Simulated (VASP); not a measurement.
The system is Si2W.

```
Si W
1.0
    -1.60690    1.60690    3.91495
     1.60690   -1.60690    3.91495
     1.60690    1.60690   -3.91495
Si W
2 1
Direct
  0.33470 0.33470 0.00000
  0.66530 0.66530 0.00000
  0.00000 0.00000 0.00000
```

- Program: VASP 6.6.1
- Task: relaxation of cell and atoms
- Functional: LDA
- Potentials or basis: VASP PAW LDA potentials, release 64 (Si, W_sv)
- Cutoff: 350 eV
- k mesh: 10 × 10 × 10
- Occupations: gaussian, width 0.1 eV
- Spin: no spin polarisation

At the start: pressure -5.2 GPa; volume 13.48 Å³/atom.

Problem. Where does the relaxation end?

Solution. Over 9 steps the energy falls by 4.9 meV/atom and the volume is 13.18 Å³/atom (-2.2 %); space group I4/mmm (No. 139, to 0.05 Å).

Step by step:
```tsv
step	energy change (eV)	largest force (eV/Å)	pressure (GPa)	volume (Å³)
1	0.0000	0.0711	-5.18	40.44
2	0.0399	0.1869	11.16	37.94
3	-0.0147	0.0111	-0.08	39.56
4	-0.0147	0.0127	0.02	39.55
5	-0.0148	0.0046	0.04	39.53
6	-0.0148	0.0071	0.03	39.54
7	-0.0148	0.0007	-0.05	39.55
8	-0.0148	0.0027	-0.03	39.54
9	-0.0148	0.0012	0.00	39.54
```

Final structure:
```yaml
crystal:
  lattice:
    - [-1.59439, 1.59439, 3.88857]
    - [1.59439, -1.59439, 3.88857]
    - [1.59439, 1.59439, -3.88857]
  atoms:
    - { symbol: Si, position: [0.33475, 0.33475, 0.00000] }
    - { symbol: Si, position: [0.66525, 0.66525, 0.00000] }
    - { symbol: W, position: [0.00000, 0.00000, 0.00000] }
```
